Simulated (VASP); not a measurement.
Consider the following.

```xyz
2
Lattice="0.0000 2.9757 2.9757 2.9757 0.0000 2.9757 2.9757 2.9757 0.0000" Properties=species:S:1:pos:R:3 pbc="T T T"
Pb     0.0000     0.0000     0.0000
S      2.9757     2.9757     2.9757
```

Level of theory: optB86b-vdW, VASP's PBE PAW potentials (set 64) (plane waves; VASP 6.6.1). Numerical set-up: 520 eV cut-off, Gaussian smearing of 0.050 eV, potentials Pb_d S.

Unless said otherwise, spin-orbit coupling is left out, though it shifts the bands of the heavy elements here.

Question: Give the energies of bands 7 to 13 at the high-symmetry points, in eV from the valence-band maximum.

Answer: 
```json
[
 {"band": "7", "Γ": "-6.08", "X": "-7.23", "U": "-7.97", "L": "-8.81", "W": "-7.95"},
 {"band": "8", "Γ": "-2.08", "X": "-5.08", "U": "-4.66", "L": "-1.69", "W": "-4.31"},
 {"band": "9", "Γ": "-2.08", "X": "-3.34", "U": "-2.84", "L": "-1.69", "W": "-4.31"},
 {"band": "10", "Γ": "-2.08", "X": "-3.34", "U": "-2.42", "L": "0.00", "W": "-0.97"},
 {"band": "11", "Γ": "5.13", "X": "3.96", "U": "3.34", "L": "0.40", "W": "2.18"},
 {"band": "12", "Γ": "5.13", "X": "5.54", "U": "4.11", "L": "1.98", "W": "4.68"},
 {"band": "13", "Γ": "5.13", "X": "5.61", "U": "5.04", "L": "1.98", "W": "4.68"}
]
```

The gap is direct, 0.40 eV, from the valence maximum at L to the conduction minimum at L.

Measured: gap 0.37 eV (computed value off by +0.03 eV), as given by Wikipedia, List of semiconductor materials.

The compound is PbS in the rock salt structure. It was relaxed first.
